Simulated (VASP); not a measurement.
Input:

```xyz
6
Lattice="4.2755 0.0000 0.0000 0.0000 4.2755 0.0000 0.0000 0.0000 4.2755" Properties=species:S:1:pos:R:3 pbc="T T T"
Cu     3.2067     1.0689     3.2067
Cu     1.0689     3.2067     3.2067
Cu     3.2067     3.2067     1.0689
Cu     1.0689     1.0689     1.0689
O      0.0000     0.0000     4.2755
O      2.1378     2.1378     2.1378
```

These are PBE GGA with D3 dispersion (zero damping), VASP's PBE PAW potentials (set 64) (plane waves; VASP 6.6.1) values and carry that method's errors. Settings: 520 eV cut-off, Gaussian smearing of 0.050 eV, potentials Cu O.

**Question.** Give the energies of bands 18 to 31 at the high-symmetry points, in eV from the valence-band maximum.

**Answer.** 
```csv
band,Γ,X,M,R
18,-1.88,-2.00,-2.16,-1.92
19,-1.88,-2.00,-1.89,-1.92
20,-1.73,-2.00,-1.89,-1.72
21,-1.73,-1.84,-1.89,-1.72
22,-1.73,-1.84,-1.89,-1.72
23,-1.55,-1.66,-1.45,-1.60
24,-1.55,-1.66,-1.45,-1.60
25,-1.55,-1.18,-1.19,-0.98
26,0.00,-1.18,-1.19,-0.56
27,0.00,-0.39,-0.64,-0.56
28,0.00,-0.39,-0.64,-0.56
29,0.51,2.24,1.92,2.48
30,1.29,2.24,1.92,2.48
31,1.29,4.25,3.84,2.48
```

The gap is direct, 0.51 eV, from the valence maximum at Γ to the conduction minimum at Γ.

Measured: gap 2.20 eV (computed value off by -1.69 eV), as given by Wei Chen et al., Physical Review Materials (2018), doi:10.1103/physrevmaterials.2.073803 [zero-point renormalisation of 0.03 eV added back (the table's ZPR column)].

The compound is Cu2O in the cuprite structure. It was relaxed first.
